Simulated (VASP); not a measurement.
The system is Na3AlO3.

```
CELL_PARAMETERS angstrom
4.63000 0.00000 0.00000
0.00000 4.63000 0.00000
0.00000 0.00000 4.63000
ATOMIC_POSITIONS crystal
Na 0.50000 0.00000 0.50000
Na 0.50000 0.50000 0.00000
Na 0.00000 0.50000 0.50000
Al 0.00000 0.00000 0.00000
O 0.50000 0.00000 0.00000
O 0.00000 0.50000 0.00000
O 0.00000 0.00000 0.50000
```

The cell was built by a generator and needn't be a form met in nature.

- Program: VASP 6.6.1
- Task: relaxation of cell and atoms
- Functional: PBE
- Potentials or basis: VASP PAW PBE potentials, release 64 (Na_pv, Al, O)
- Cutoff: 520 eV
- k mesh: 3 × 3 × 3
- Occupations: gaussian, width 0.15 eV
- Spin: no spin polarisation

At the start: pressure -11.6 GPa; volume 14.18 Å³/atom.

**Question.** How do energy, volume and symmetry change on relaxing?

**Answer.** Over 4 steps the energy falls by 108.7 meV/atom and the volume is 11.66 Å³/atom (-17.8 %); space group Pm-3m (No. 221, to 0.05 Å).

The path:
```tsv
step	energy change (eV)	largest force (eV/Å)	pressure (GPa)	volume (Å³)
1	0.0000	0.0000	-11.57	99.25
2	-0.7249	0.0000	-4.60	85.26
3	-0.7380	0.0000	2.97	79.46
4	-0.7612	0.0000	0.20	81.61
```

Final structure:
```
Na Al O
1.0
     4.33759    0.00000    0.00000
     0.00000    4.33759    0.00000
     0.00000    0.00000    4.33759
Na Al O
3 1 3
Direct
  0.50000 0.00000 0.50000
  0.50000 0.50000 0.00000
  0.00000 0.50000 0.50000
  0.00000 0.00000 0.00000
  0.50000 0.00000 0.00000
  0.00000 0.50000 0.00000
  0.00000 0.00000 0.50000
```

Caveat: the k mesh is coarse (spacing up to 0.45 Å⁻¹), so the values aren't converged; the volume moved by over 15 % at a fixed basis, so the end points are rough.
